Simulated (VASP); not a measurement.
VASP runs on Re (hcp) share one base input (PBE GGA, plane waves, VASP's PBE PAW potentials (set 64)) and change the settings named in each case.

INCAR:
```
# general
SYSTEM =Re
PREC   =Accurate
ENCUT  =400   # plane-wave cut-off (eV)
LREAL  =F
LASPH  =T

# electronic loop
EDIFF  =1E-6
NELM   =100   # most electronic steps
ALGO   =Normal   # blocked Davidson
LMAXMIX=6   # l cut-off of mixed one-centre charges

# smearing
ISMEAR =1
SIGMA  =0.1

# functional
GGA    =PE

# ions
ISIF   =2   # forces and stress, cell fixed

# output
LWAVE  =F
LCHARG =F
```

KPOINTS:
```
Regular mesh
0
G
  14 14 8
0 0 0
```

File POSCAR:
```
Re
4.460
  0.3094170404  -0.5359260090   0.0000000000
  0.3094170404   0.5359260090   0.0000000000
  0.0000000000   0.0000000000   1.0000000000
Re
2
Cartesian
  0.3094170404   0.1786423603   0.2500000000
  0.3094170404  -0.1786423603   0.7500000000
```

POTCAR, in this order: Re (PBE.64 set). Program: vasp_std.

```tsv
change	pressure (GPa)	electronic steps
base run	5.73	11
EDIFF = 1E-2	5.59	9
EDIFF = 1E-3	5.96	9
EDIFF = 1E-4	6.01	10
EDIFF = 1E-5	5.75	11
EDIFF = 1E-8	5.72	13
```
 Unless said otherwise, spin-orbit coupling is left out, though it shifts the bands of the heavy elements here.

Left out are runs that ran out of time, are held back, or changed the cell or the kind of run, fixed moments of cells without a moment, rows past the twelfth, gaps on odd meshes, pressures of charged cells and columns that move by less than the noise.

The compound is Re in the hcp structure. The cell was not relaxed at this level.
